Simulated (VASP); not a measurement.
Ti2SnTe2:

```
Ti Sn Te
1.0
    -1.87500    1.87500    8.50000
     1.87500   -1.87500    8.50000
     1.87500    1.87500   -8.50000
Ti Sn Te
2 1 2
Direct
  0.60900 0.60900 0.00000
  0.39100 0.39100 0.00000
  0.00000 0.00000 0.00000
  0.17800 0.17800 0.00000
  0.82200 0.82200 0.00000
```

The cell was built by a generator and needn't be a form met in nature.

- Program: VASP 6.6.1
- Task: relaxation of cell and atoms
- Functional: PBE
- Potentials or basis: VASP PAW PBE potentials, release 64 (Ti_sv, Sn_d, Te)
- Cutoff: 520 eV
- k mesh: 5 × 5 × 5
- Occupations: gaussian, width 0.15 eV
- Spin: no spin polarisation

At the start: pressure -3.9 GPa; volume 23.91 Å³/atom.

**Question.** How do energy, volume and symmetry change on relaxing?

**Answer.** Over 19 steps the energy falls by 70.2 meV/atom and the volume is 22.75 Å³/atom (-4.8 %); space group I4/mmm (No. 139, to 0.05 Å).

The path:
| step | energy change (eV) | largest force (eV/Å) | pressure (GPa) | volume (Å³) |
| --- | --- | --- | --- | --- |
| 1 | 0.0000 | 0.4999 | -3.86 | 119.53 |
| 2 | -0.2054 | 0.5728 | 1.48 | 109.79 |
| 3 | -0.2062 | 0.5546 | 1.57 | 109.60 |
| 4 | -0.2665 | 0.2796 | 0.47 | 110.52 |
| 5 | -0.2682 | 0.2287 | 0.22 | 110.66 |
| 6 | -0.2684 | 0.2149 | 0.28 | 110.69 |
| 7 | -0.2773 | 0.2255 | -0.10 | 111.37 |
| 8 | -0.2930 | 0.1966 | -0.96 | 113.43 |
| 9 | -0.2807 | 0.2152 | -3.11 | 117.64 |
| 10 | -0.2950 | 0.1824 | -1.47 | 115.03 |
| 11 | -0.3005 | 0.1683 | -1.95 | 114.93 |
| 12 | -0.3139 | 0.1882 | -1.59 | 114.61 |
| 13 | -0.3334 | 0.2018 | -0.75 | 113.99 |
| 14 | -0.3378 | 0.2986 | 1.20 | 112.75 |
| 15 | -0.3418 | 0.2200 | 0.63 | 113.14 |
| 16 | -0.3415 | 0.1771 | 0.21 | 113.39 |
| 17 | -0.3422 | 0.1789 | 0.23 | 113.30 |
| 18 | -0.3455 | 0.1603 | 0.30 | 113.41 |
| 19 | -0.3509 | 0.0697 | 0.19 | 113.75 |

Final structure:
```
Ti Sn Te
1.0
    -1.79166    1.79166    8.85924
     1.79166   -1.79166    8.85924
     1.79166    1.79166   -8.85924
Ti Sn Te
2 1 2
Cartesian
  0.0000 0.0000 10.5038
  0.0000 0.0000 7.2146
  0.0000 0.0000 0.0000
  1.7917 1.7917 -5.8018
  0.0000 0.0000 14.6611
```

Caveat: the k mesh is coarse (spacing up to 0.47 Å⁻¹), so the values aren't converged.
